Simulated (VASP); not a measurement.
Crystal: NaCl.

```xyz
2
Lattice="0.0000 2.8434 2.8434 2.8434 0.0000 2.8434 2.8434 2.8434 0.0000" Properties=species:S:1:pos:R:3 pbc="T T T"
Na    0.0000    0.0000    0.0000
Cl    2.8434    2.8434    2.8434
```

* Program: VASP 6.6.1
* Task: relaxation of cell and atoms
* Functional: PBEsol
* Potentials or basis: VASP PAW PBE potentials, release 64 (Na_pv, Cl)
* Cutoff: 300 eV
* k mesh: 8 × 8 × 8
* Occupations: gaussian, width 0.02 eV
* Spin: no spin polarisation

At the start: pressure -1.3 GPa; volume 22.99 Å³/atom.

**Question.** How do energy, volume and symmetry change on relaxing?

**Answer.** Over 3 steps the energy falls by 4.4 meV/atom and the volume is 21.93 Å³/atom (-4.6 %); space group Fm-3m (No. 225, to 0.05 Å).

Step by step:
| step | energy change (eV) | largest force (eV/Å) | pressure (GPa) | volume (Å³) |
| --- | --- | --- | --- | --- |
| 1 | 0.0000 | 0.0000 | -1.27 | 45.98 |
| 2 | -0.0070 | 0.0000 | -0.60 | 44.78 |
| 3 | -0.0089 | 0.0000 | -0.03 | 43.86 |

Final structure:
```
Na Cl
1.0
     0.00000    2.79916    2.79916
     2.79916    0.00000    2.79916
     2.79916    2.79916    0.00000
Na Cl
1 1
Direct
  0.00000 0.00000 0.00000
  0.50000 0.50000 0.50000
```

Caveat: the cutoff is under 1.25 times the usual one of these potentials, so pressure, stress and relaxed cells hold a basis-set (Pulay) error; the PAW data sets were made with another functional, which shifts forces and pressure a little.
